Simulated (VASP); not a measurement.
Output of a VASP run:

**OUTCAR**
```
 ion  position               nearest neighbor table
   1  0.156  0.844  0.920-   4 2.52   2 2.72   2 2.72   3 2.73   3 2.73   4 2.77   4 2.77
   2  0.344  0.656  0.420-   3 2.52   1 2.72   1 2.72   4 2.73   4 2.73   3 2.77   3 2.77
   3  0.656  0.344  0.580-   2 2.52   4 2.72   4 2.72   1 2.73   1 2.73   2 2.77   2 2.77
   4  0.844  0.156  0.080-   1 2.52   3 2.72   3 2.72   2 2.73   2 2.73   1 2.77   1 2.77
  LATTYP: Found a base centered orthorhombic cell.
 ALAT       =     4.4811678006
 B/A-ratio  =     1.7241521914
 C/A-ratio  =     1.0248932526
 Subroutine PRICEL returns:
 Original cell was already a primitive cell.
 Subroutine GETGRP returns: Found  8 space group operations
The static configuration has the point symmetry C_2h.
 The point group associated with its full space group is D_2h.
The dynamic configuration has the point symmetry C_2h.
 Subroutine INISYM returns: Found  8 space group operations
 Subroutine IBZKPT returns following result:
 Found     84 irreducible k-points:

 Following reciprocal coordinates:
            Coordinates               Weight
  0.000000  0.000000  0.000000      1.000000
  0.125000 -0.000000  0.000000      4.000000
  0.250000 -0.000000  0.000000      4.000000
  0.375000 -0.000000  0.000000      4.000000
  0.500000 -0.000000  0.000000      2.000000
  0.125000  0.125000  0.000000      2.000000
  0.250000  0.125000  0.000000      4.000000
  0.375000  0.125000  0.000000      4.000000
  0.500000  0.125000  0.000000      4.000000
 -0.375000  0.125000  0.000000      4.000000
 -0.250000  0.125000  0.000000      4.000000
 -0.125000  0.125000  0.000000      2.000000
  0.250000  0.250000  0.000000      2.000000
  0.375000  0.250000  0.000000      4.000000
  0.500000  0.250000  0.000000      4.000000
 -0.375000  0.250000  0.000000      4.000000
 -0.250000  0.250000  0.000000      2.000000
  0.375000  0.375000  0.000000      2.000000
  0.500000  0.375000  0.000000      4.000000
 -0.375000  0.375000  0.000000      2.000000
  0.500000  0.500000  0.000000      1.000000
  0.000000  0.000000  0.142857      2.000000
  0.125000 -0.000000  0.142857      8.000000
  0.250000 -0.000000  0.142857      8.000000
  0.375000 -0.000000  0.142857      8.000000
  0.500000 -0.000000  0.142857      4.000000
  0.125000  0.125000  0.142857      4.000000
  0.250000  0.125000  0.142857      8.000000
  0.375000  0.125000  0.142857      8.000000
  0.500000  0.125000  0.142857      8.000000
 -0.375000  0.125000  0.142857      8.000000
 -0.250000  0.125000  0.142857      8.000000
 -0.125000  0.125000  0.142857      4.000000
  0.250000  0.250000  0.142857      4.000000
  0.375000  0.250000  0.142857      8.000000
  0.500000  0.250000  0.142857      8.000000
 -0.375000  0.250000  0.142857      8.000000
 -0.250000  0.250000  0.142857      4.000000
  0.375000  0.375000  0.142857      4.000000
  0.500000  0.375000  0.142857      8.000000
   k-points           NKPTS =     84   k-points in BZ     NKDIM =     84   number of bands    NBANDS=     31
   number of dos      NEDOS =    301   number of ions     NIONS =      4
   total plane-waves  NPLWV =  46656
   dimension x,y,z NGX =    36 NGY =   36 NGZ =   36
   dimension x,y,z NGXF=    72 NGYF=   72 NGZF=   72
   ions per type =               4
   PREC   = accura    normal or accurate (medium, high low for compatibility)
   ISTART =      0    job   : 0-new  1-cont  2-samecut
   ICHARG =      2    charge: 1-file 2-atom 10-const
   ISPIN  =      1    spin polarized calculation?
   LNONCOLLINEAR =      F non collinear calculations
   LSORBIT =      F    spin-orbit coupling
   INIWAV =      1    electr: 0-lowe 1-rand  2-diag
   ENCUT  =  520.0 eV  38.22 Ry    6.18 a.u.   8.30  8.30  8.54*2*pi/ulx,y,z
   NELM   =    100;   NELMIN=  2; NELMDL= -5     # of ELM steps
   EDIFF  = 0.1E-06   stopping-criterion for ELM
   LREAL  =      F    real-space projection
   NLSPLINE    = F    spline interpolate recip. space projectors
   LMAXMIX     =    4 max onsite mixed and CHGCAR
...
```

**OSZICAR**
```
...
DAV:   8    -0.101480293997E+02    0.66466E-08   -0.20800E-07  4130   0.829E-03
   7 F= -.10148029E+02 E0= -.10148166E+02  d E =-.118189E-02
       N       E                     dE             d eps       ncg     rms          rms(c)
DAV:   1    -0.101491241109E+02   -0.10947E-02   -0.23947E-02  6202   0.110E+00    0.210E-01
DAV:   2    -0.101484514290E+02    0.67268E-03   -0.11199E-03  5544   0.592E-01    0.129E-01
DAV:   3    -0.101480388036E+02    0.41263E-03   -0.53148E-04  6200   0.398E-01    0.849E-03
DAV:   4    -0.101480626695E+02   -0.23866E-04   -0.26350E-04  5369   0.177E-01    0.680E-03
DAV:   5    -0.101480633464E+02   -0.67681E-06   -0.12194E-05  8021   0.355E-02    0.218E-03
DAV:   6    -0.101480634089E+02   -0.62497E-07   -0.38344E-07  4706   0.576E-03
   8 F= -.10148063E+02 E0= -.10148212E+02  d E =-.121590E-02
       N       E                     dE             d eps       ncg     rms          rms(c)
DAV:   1    -0.101483886542E+02   -0.32531E-03   -0.74741E-03  6217   0.614E-01    0.118E-01
DAV:   2    -0.101481784403E+02    0.21021E-03   -0.35730E-04  5537   0.335E-01    0.720E-02
DAV:   3    -0.101480490420E+02    0.12940E-03   -0.16700E-04  6205   0.222E-01    0.477E-03
DAV:   4    -0.101480564717E+02   -0.74297E-05   -0.82226E-05  5341   0.987E-02    0.379E-03
DAV:   5    -0.101480566808E+02   -0.20914E-06   -0.38540E-06  8135   0.203E-02    0.113E-03
DAV:   6    -0.101480566993E+02   -0.18450E-07   -0.11552E-07  3522   0.306E-03
   9 F= -.10148057E+02 E0= -.10148206E+02  d E =-.120919E-02
       N       E                     dE             d eps       ncg     rms          rms(c)
DAV:   1    -0.101481323876E+02   -0.75707E-04   -0.15928E-03  6210   0.283E-01    0.542E-02
DAV:   2    -0.101480878868E+02    0.44501E-04   -0.73558E-05  5530   0.153E-01    0.331E-02
DAV:   3    -0.101480605844E+02    0.27302E-04   -0.35019E-05  6193   0.103E-01    0.218E-03
DAV:   4    -0.101480621750E+02   -0.15906E-05   -0.17459E-05  5376   0.453E-02    0.176E-03
DAV:   5    -0.101480622202E+02   -0.45176E-07   -0.74256E-07  6313   0.922E-03
  10 F= -.10148062E+02 E0= -.10148212E+02  d E =-.121471E-02
       N       E                     dE             d eps       ncg     rms          rms(c)
DAV:   1    -0.101480880363E+02   -0.25861E-04   -0.54608E-04  6210   0.166E-01    0.320E-02
DAV:   2    -0.101480724657E+02    0.15571E-04   -0.25875E-05  5558   0.900E-02    0.195E-02
DAV:   3    -0.101480629470E+02    0.95187E-05   -0.12370E-05  6239   0.599E-02    0.129E-03
DAV:   4    -0.101480634948E+02   -0.54779E-06   -0.60201E-06  5369   0.268E-02    0.103E-03
DAV:   5    -0.101480635074E+02   -0.12602E-07   -0.19257E-07  3255   0.553E-03
  11 F= -.10148064E+02 E0= -.10148213E+02  d E =-.121600E-02
       N       E                     dE             d eps       ncg     rms          rms(c)
DAV:   1    -0.101481655526E+02   -0.10206E-03   -0.15792E-02  6181   0.802E-01    0.611E-02
DAV:   2    -0.101481420700E+02    0.23483E-04   -0.53119E-04  7210   0.267E-01    0.367E-02
DAV:   3    -0.101481053806E+02    0.36689E-04   -0.57662E-05  7315   0.111E-01    0.268E-03
DAV:   4    -0.101481072976E+02   -0.19170E-05   -0.22313E-05  5460   0.481E-02    0.197E-03
DAV:   5    -0.101481072942E+02    0.34015E-08   -0.10578E-06  6242   0.677E-03    0.955E-04
DAV:   6    -0.101481072802E+02    0.13944E-07   -0.77170E-08  3179   0.412E-03
  12 F= -.10148107E+02 E0= -.10148259E+02  d E =-.437728E-04
```

OUTCAR:
```
------------------------ aborting loop because EDIFF is reached ----------------------------------------
  FORCE on cell =-STRESS in cart. coord.  units (eV):
  Direction    XX          YY          ZZ          XY          YZ          ZX
  --------------------------------------------------------------------------------------
  Total        1.5828276      1.5510712      1.5836421      0.0000000      0.0000000      0.0000000
  in kB       31.8967440     31.2567967     31.9131569      0.0000000      0.0000000      0.0000000
  external PRESSURE =      31.6888992 kB  Pullay stress =       0.0000000 kB
  volume of cell :       79.51
      direct lattice vectors                 reciprocal lattice vectors
     2.264462371 -3.860795065  0.000000000     0.220802963 -0.129507003  0.000000000
     2.264462371  3.860795065 -0.000000000     0.220802963  0.129507003 -0.000000000
     0.000000000  0.000000000  4.547010986     0.000000000  0.000000000  0.219924694
 POSITION                                       TOTAL-FORCE (eV/Angst)
 -----------------------------------------------------------------------------------
      2.26446      2.66219      4.17716         0.000000      0.002886     -0.009566
      2.26446      1.19861      1.90366         0.000000     -0.002886     -0.009566
      2.26446     -1.19861      2.64335         0.000000      0.002886      0.009566
      2.26446     -2.66219      0.36985         0.000000     -0.002886      0.009566
 -----------------------------------------------------------------------------------
    total drift:                                0.000000     -0.000000      0.000000
  FREE ENERGIE OF THE ION-ELECTRON SYSTEM (eV)
  ---------------------------------------------------
  free  energy   TOTEN  =       -10.1481072802 eV

  energy  without entropy=      -10.1485613002  energy(sigma->0) =      -10.14825862

 reached required accuracy - stopping structural energy minimisation
```
(Selected blocks of OUTCAR.)

### POSCAR
```
Ga
1
    2.2405839003    -3.8631076418     0.0000000000
    2.2405839003     3.8631076418     0.0000000000
    0.0000000000     0.0000000000     4.5927186428
Ga
4
Direct
  0.1555877866   0.8444122134   0.9195688802
  0.3444122134   0.6555877866   0.4195688802
  0.6555877866   0.3444122134   0.5804311198
  0.8444122134   0.1555877866   0.0804311198
```

Question: Write an INCAR and KPOINTS that could have produced this output.

Answer: This is not unique; one that fits is the input of the run itself, RPBE GGA, plane waves, VASP's PBE PAW potentials (set 64).

**INCAR**
```
ENCUT  =  520   ! plane-wave cut-off (eV)
ISIF  =  4   ! ions and shape, fixed volume
SIGMA  =  0.1
SYSTEM  =  Ga
LMAXMIX  =  4
ALGO  =  Normal
ISMEAR  =  1
LREAL  =  .False.   ! projection in real space or not
NELM  =  100   ! most electronic steps
LCHARG  =  .False.
IBRION  =  2   ! conjugate gradients
EDIFFG  =  -0.01   ! ionic stop
PREC  =  Accurate
NSW  =  30
GGA  =  RP   ! RPBE
LWAVE  =  .False.
LASPH  =  .True.   ! aspherical one-centre terms
EDIFF  =  1E-7
```

File KPOINTS:
```
Automatic mesh
0
Gamma
8 8 7
0 0 0
```

POTCAR, in this order: Ga_d (PBE.64 set). Program: vasp_std.

The compound is Ga in the alpha structure. This cell is one point of a volume scan, at 0.94 of the reference volume. Symmetry was kept, so distortions that lower it aren't found.
